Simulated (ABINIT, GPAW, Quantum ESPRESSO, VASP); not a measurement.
## Code comparison for Br (Cmce, 4 atoms in the cell)

Self-consistent single point.

```yaml
crystal:
  lattice:
    - [3.35734, 2.25501, 0.00000]
    - [-3.35734, 2.25501, 0.00000]
    - [0.00000, 0.00000, 8.77842]
  atoms:
    - { symbol: Br, position: [0.86100, 0.86100, 0.88900] }
    - { symbol: Br, position: [0.63900, 0.63900, 0.38900] }
    - { symbol: Br, position: [0.36100, 0.36100, 0.61100] }
    - { symbol: Br, position: [0.13900, 0.13900, 0.11100] }
```

Shared settings, as Quantum ESPRESSO writes them: occupations = smearing; smearing = fermi-dirac; degauss = 0.00147 Ry; K_POINTS = automatic 2 2 1 0 0 0. Potentials and cutoffs stand in the table.

```json
[
 {"code": "Quantum ESPRESSO", "model": "PBE, GBRV 1.5 ultrasoft (PBE) pseudopotentials", "pressure (GPa)": "1.28", "largest force (eV/Å)": "0.721", "gap on the mesh (eV)": "1.726", "cutoff": "40 Ry"},
 {"code": "ABINIT", "model": "PBE, norm-conserving pseudopotentials (PseudoDojo nc-sr-05 PBE standard)", "pressure (GPa)": "1.15", "largest force (eV/Å)": "0.654", "gap on the mesh (eV)": "1.702", "cutoff": "23 Ha"},
 {"code": "VASP", "model": "PBE, VASP's PBE PAW potentials (set 64)", "pressure (GPa)": "1.16", "largest force (eV/Å)": "0.648", "gap on the mesh (eV)": "–", "cutoff": "300 eV"},
 {"code": "GPAW", "model": "PBE, GPAW PAW datasets PBE (gpaw-data 1.0.1)", "pressure (GPa)": "1.41", "largest force (eV/Å)": "0.782", "gap on the mesh (eV)": "1.724", "cutoff": "550 eV"}
]
```

A dash marks a value that a program does not give, or that is left out as unsure.

No gap is tabulated for VASP: it is not read from that output, or partly filled or unconverged empty levels leave it unsure.

Gaps are read on the mesh.

The spread over the programs that give each value: pressure within 0.26 GPa; largest force within 0.134 eV/Å; gap on the mesh within 0.024 eV.

In the force vectors, GPAW (by 0.095) lies more than 0.08 eV/Å from the median of the plane-wave programs.

On the base mesh (3 3 2 0 0 0) the same programs gave: GPAW pressure 1.50 GPa, gap on the mesh 1.724 eV; ABINIT pressure 1.24 GPa, gap on the mesh 1.702 eV; Quantum ESPRESSO pressure 1.37 GPa, gap on the mesh 1.726 eV; VASP pressure 1.25 GPa.

VASP's run is marked for a possible Pulay error in its stress at this cutoff; no cutoff test was made.

The starting cell has typed, rounded lattice constants, without a prior relaxation at this level. Its lattice was rescaled by a random factor within 2.5 % of one.

Left out of this page: Ansatz, Elk, FLEUR and SIESTA (not drawn, or without a comparable value); CP2K (on another mesh).
